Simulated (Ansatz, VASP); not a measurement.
# WS2 (Tungstenite): VASP beside Ansatz

One calculation is typed for both programs; each brings its own data sets. How far apart do they land? The cell is taken from a series of runs on this material, whose earlier steps may have relaxed, scaled, displaced or heated it; both programs get it as it stands.

Main program and level: Ansatz 0.2.0; plane waves, with VASP 6.6.1 beside it; dielectric response at PBEsol.

### Step 1. The structure

It takes space group P6_3/mmc (No. 194, hexagonal). The conventional cell has a = 3.146 Å, b = 3.146 Å, c = 12.694 Å, α = 90.00°, β = 90.00°, γ = 120.00°. W has 6 S at 2.40 Å nearest. S has 3 W at 2.40 Å nearest. Farther neighbours and most contacts between anions are not listed.

### Step 2. Ansatz: dielectric response, PBEsol

Ansatz runs on its default PAW (the set named soft_2) files.

The response to a field tests empty states and converges slowly with the mesh.

input.yaml

```yaml
crystal:
  lattice:
    - [3.1460877282, 0.0, 0.0]
    - [-1.5730438641, 2.7245918951, 0.0]
    - [0.0, 0.0, 12.6942873245]
  atoms:
    - { symbol: W, position: [0.3333333333, 0.6666666667, 0.25] }
    - { symbol: W, position: [0.6666666667, 0.3333333333, 0.75] }
    - { symbol: S, position: [0.3333333333, 0.6666666667, 0.6265119651] }
    - { symbol: S, position: [0.6666666667, 0.3333333333, 0.1265119651] }
    - { symbol: S, position: [0.3333333333, 0.6666666667, 0.8734880349] }
    - { symbol: S, position: [0.6666666667, 0.3333333333, 0.3734880349] }
kpoints:
  mp_grid: { grid: [8, 8, 2] }
scf:
  occupations: { method: fixed }
hamiltonian:
  xc: pbesol
  pseudopotentials: { kind: paw }
dielectric: {}
```

On the command line:

```bash
$ ansatz run input.yaml --threads 4 --pin off --max-ram 8192MiB --backend cpu --events-out ev --progress --plain --runs-dir out
```

Numbers of over 12 decimals in the logs are rounded to 6 here.

Output:

```text
Engine: ansatz 0.2.0, x86_64-unknown-linux-gnu
Pseudopotentials: kind: paw
Pseudopotential: W, paw, valence charge 14, recommended cutoff 420 eV (normal), W.paw.azcp
Pseudopotential: S, paw, valence charge 6, recommended cutoff 420 eV (normal), S.paw.azcp
Functional definition: PBEsol
  exchange = pbesol_x
  correlation = pbesol_c
Crystal: 6 atoms, lattice volume = 108.813 Å³
Basis set: ecut = 420 eV, 2107 PW (Γ), exchange–correlation on 48×48×180 points (8 copies of the dense FFT grid, shifted against one another)
Bands: 32, of which v1, the nominal top of the filled ones, is band 26 counted from 1 (25 counted from 0)
Symmetry: 24 space group operations
k-points: 42 of 128 (irreducible under 2 space group operations, time reversal used)
Non-local potential: W, projectors of the file, l = 0: 3, l = 1: 2, l = 2: 2, l = 3: 1
Non-local potential: S, projectors of the file, l = 0: 2, l = 1: 2, l = 2: 2
PAW form: soft (Blöchl's): semilocal exchange-correlation on the pseudo side does not see the compensation charge
PAW frozen core: W, regenerated for the run's functional, and the local potential with it (the file was generated under x = pbe(κ = 0.804, μ = 0.219515), c = pbe(β = 0.066725))
PAW frozen core: S, regenerated for the run's functional, and the local potential with it (the file was generated under x = pbe(κ = 0.804, μ = 0.219515), c = pbe(β = 0.066725))
PAW one-centre angular grid: W, 590 points (default); XC on 64 Gauss nodes
PAW one-centre angular grid: S, 110 points (default); XC on 64 Gauss nodes
Initial density: superposition of atomic densities (neutral atoms: chi_scale 0, normalization atom), corrected by the library's trained network
Initial wavefunctions: pseudopotential atomic-orbital guess
Functional: x = pbesol(κ = 0.804, μ = 0.123457), c = pbesol(β = 0.046)
SCF iter   1: F=—  HF=-24058.176350 eV  |F-HF|=—  |Δ(HF+E_count)|=         —  Δρ=8.69e-3  dr2=1.51e-1  ethr=1.77e-3  ⟨swp⟩=5.0  Hψ=5408  notcnv=0  defer=118
preconditioner: auto → Resta (q_TF=auto, 2.412 Å⁻¹)  ε∞=7.4  [insulator: Δε(μ)=1.239 eV  Ē_g=8.414 eV  n_scr=26 (ndim 8)  ℏωp=21.4 eV  f_vac=0.027  ε∞_Penn≈7.4]
SCF iter   2: F=—  HF=-24058.157405 eV  |F-HF|=—  |Δ(HF+E_count)|=   1.89e-2  Δρ=3.18e-3  dr2=5.56e-3  ethr=2.91e-4  ⟨swp⟩=2.1  Hψ=1903  notcnv=0  defer=164
SCF iter   3: F=—  HF=-24058.158731 eV  |F-HF|=—  |Δ(HF+E_count)|=   1.33e-3  Δρ=1.79e-3  dr2=1.68e-3  ethr=1.07e-5  ⟨swp⟩=2.1  Hψ=1835  notcnv=0  defer=166
SCF iter   4: F=—  HF=-24058.159439 eV  |F-HF|=—  |Δ(HF+E_count)|=   7.08e-4  Δρ=6.15e-4  dr2=2.09e-4  ethr=3.24e-6  ⟨swp⟩=2.5  Hψ=2024  notcnv=0  defer=166
SCF iter   5: F=—  HF=-24058.159550 eV  |F-HF|=—  |Δ(HF+E_count)|=   1.11e-4  Δρ=1.11e-4  dr2=1.05e-5  ethr=4.01e-7  ⟨swp⟩=2.4  Hψ=2026  notcnv=0  defer=96
SCF iter   6: F=—  HF=-24058.159555 eV  |F-HF|=—  |Δ(HF+E_count)|=   4.82e-6  Δρ=1.31e-5  dr2=3.58e-7  ethr=2.02e-8  ⟨swp⟩=2.0  Hψ=1952  notcnv=0  defer=62
SCF iter   7: F=—  HF=-24058.159551 eV  |F-HF|=—  |Δ(HF+E_count)|=   3.92e-6  Δρ=2.42e-6  dr2=8.33e-9  ethr=6.88e-10  ⟨swp⟩=2.2  Hψ=2143  notcnv=0  defer=60
SCF iter   8: F=—  HF=-24058.159551 eV  |F-HF|=—  |Δ(HF+E_count)|=   6.64e-9  Δρ=4.20e-7  dr2=1.91e-10  ethr=1.60e-11  ⟨swp⟩=2.0  Hψ=2079  notcnv=0  defer=60
SCF iter   9: F=-24058.159551 eV  HF=-24058.159551 eV  |F-HF|=1.82e-11  |Δ(HF+E_count)|=  3.31e-10  Δρ=8.20e-8  dr2=8.56e-12  ethr=1.00e-12  ⟨swp⟩=9.2  Hψ=5084  notcnv=0
SCF 1 converged in 9 iterations: F = -24058.159551 eV  dr2 = 8.56e-12
  greatest PAW one-centre occupation: 1.000 electrons in one spin orbital (limit 2), on the W atom at site 1 (counted from 0), in its partial waves of l = 0
NSCF: frozen V_eff on 2 k-points
DFPT response loops at Γ: preconditioner auto → Resta (q_TF=auto, 2.412 Å⁻¹)  ε∞=6.9 (no band partly filled); β = 1.00, the filter's whole step (`scf.mixing.beta` (0.50) is not read by the response loops at its default; to damp them type it under 1.00, their step now; it binds the ground state too); Broyden in place of MSR1
── the response to a field inside a basis, on 8×8×2 k-points: an SCF that follows is theirs, and a resumed run solves both again ──
Bands: 27, of which v1, the nominal top of the filled ones, is band 26 counted from 1 (25 counted from 0)
k-points: 20 of 128 (irreducible under 8 space group operations)
Initial density: handed on by an earlier stage of this run
Initial wavefunctions: pseudopotential atomic-orbital guess (no wavefunctions were taken with the density)
Eigensolver: Dense (20 Hₖ)
SCF iter   1: F=—  HF=-24058.103842 eV  |F-HF|=—  |Δ(HF+E_count)|=         —  Δρ=2.72e-4  dr2=1.81e-5  ethr=1.00e-1
preconditioner: auto → Resta (q_TF=auto, 2.412 Å⁻¹)  ε∞=8.6  [insulator: Δε(μ)=1.398 eV  Ē_g=7.737 eV  n_scr=26 (ndim 8)  ℏωp=21.4 eV  f_vac=0.021  ε∞_Penn≈8.6]
SCF iter   2: F=—  HF=-24058.103853 eV  |F-HF|=—  |Δ(HF+E_count)|=   1.08e-5  Δρ=1.49e-4  dr2=5.92e-6  ethr=3.48e-8
SCF iter   3: F=-24058.103857 eV  HF=-24058.103857 eV  |F-HF|=5.83e-9  |Δ(HF+E_count)|=   4.65e-6  Δρ=8.55e-6  dr2=6.05e-8  ethr=1.14e-8
SCF 1 converged in 3 iterations: F = -24058.103857 eV  dr2 = 6.05e-8
DFPT response loops at Γ: preconditioner auto → Resta (q_TF=auto, 2.412 Å⁻¹)  ε∞=6.6 (no band partly filled); β = 1.00, the filter's whole step (`scf.mixing.beta` (0.50) is not read by the response loops at its default; to damp them type it under 1.00, their step now; it binds the ground state too); Broyden in place of MSR1
SCF converged after 9 iterations
Free energy (F): -24058.159551 eV
Harris-Foulkes:  -24058.159551 eV  (|F-HF|=1.82e-11)
Internal energy: -24058.159551 eV  (E = F + TS)
E sigma→0 (E₀):  -24058.159551 eV
Fermi energy:    11.129001 eV
--- Per-component energies (eV) ---
  E_band       = -397.297497
  E_kinetic    = 1333.962730
  E_local      = -3772.186658  (includes V_loc(G=0)·N_el)
  E_nonlocal   = 120.659077
  E_hartree    = 1512.647599
  E_xc         = -917.560570
  E_vxc        = -830.184136  (∫ρ·V_xc dr)
  E_paw        = -19209.060211  (= ΣΔE_a)
  E_vpaw       = -274.843518  (= ΣTr[D̂ρ^β])
  E_aug_tail   = -0.000133  (compensation charges beyond the density's cutoff)
  E_ewald      = -3127.312766
  E_core_change = 0.691382  (= ΣΔE_core)
  E_smearing   = -0.000000  (= −TS)
  E_closure    = 0.000000  (closes the sum)
  Σ components = -24058.159551   (vs F -24058.159551, Δ=0.00e0)
--- Band table (eV; the first three rows and the last of 42) ---
  k-point 0: bands = [... 22 lower, 9.0448, 9.4885, 9.9994, 11.1290, 13.5774, 13.5774, 13.5841, 13.5841, ... 2 higher]
  k-point 1: bands = [... 22 lower, 9.0284, 9.0284, 10.7999, 10.7999, 13.5760, 13.5760, 13.5760, 13.5760, ... 2 higher]
  k-point 2: bands = [... 22 lower, 9.0245, 9.7885, 10.0072, 10.7043, 13.0908, 13.3941, 13.4516, 13.4927, ... 2 higher]
  k-point 41: bands = [... 22 lower, 8.6444, 8.6444, 9.9866, 9.9866, 13.0201, 13.0201, 13.8887, 13.8887, ... 2 higher]
--- Dielectric response (ions clamped): 3 representative field directions + reference, inside a basis on a mesh of 128 k-points (Σ response iterations 15) ---
  ε∞ (high-frequency dielectric tensor):
       13.437408     0.000000     0.000000
        0.000000    13.437408     0.000000
        0.000000     0.000000     5.557193
  Born effective charges Z* (e; rows j = field, columns β = displacement):
    site 0:
        -0.65365    0.00000    0.00000
         0.00000   -0.65365    0.00000
         0.00000    0.00000   -0.43685
    site 1:
        -0.65365   -0.00000    0.00000
         0.00000   -0.65365    0.00000
         0.00000    0.00000   -0.43685
    site 2:
         0.32682    0.00000   -0.00000
        -0.00000    0.32682    0.00000
         0.00000    0.00000    0.21843
    site 3:
         0.32682   -0.00000    0.00000
         0.00000    0.32682   -0.00000
        -0.00000   -0.00000    0.21843
    site 4:
         0.32682    0.00000   -0.00000
         0.00000    0.32682   -0.00000
        -0.00000   -0.00000    0.21843
    site 5:
         0.32682    0.00000    0.00000
        -0.00000    0.32682    0.00000
         0.00000    0.00000    0.21843
  Z* charge neutrality: 1.249e-2 e pre-enforcement
  solved inside a basis spanned on kpoints, on 8×8×2 k-points, its susceptibility summed on 16×16×4: ε∞ is read to err by 6.0e-2, Z* by 1.9e-2 e (field_mesh: kpoints solves on kpoints); Z* is corrected for what the basis lacks
```

Reading the cycles: dr2 is the Hartree energy of the density residual (eV), the measure of convergence; HF is the Harris–Foulkes estimate of the energy, which meets the free energy F at convergence.

(Continued in part 2 of 2.)

[Lines on the potential files, build, host, timing and source positions are cut from VASP's logs without a mark.]

[Logs are printed without paths, hosts, clocks, repeated set-up lines and the standing remarks that a program may print on its own settings, such as how far it seeks lower states.]

[Hosts, paths, dates, database ids (printed as entryN), source tags and the programs' standing remarks are cut or masked in the printed files.]
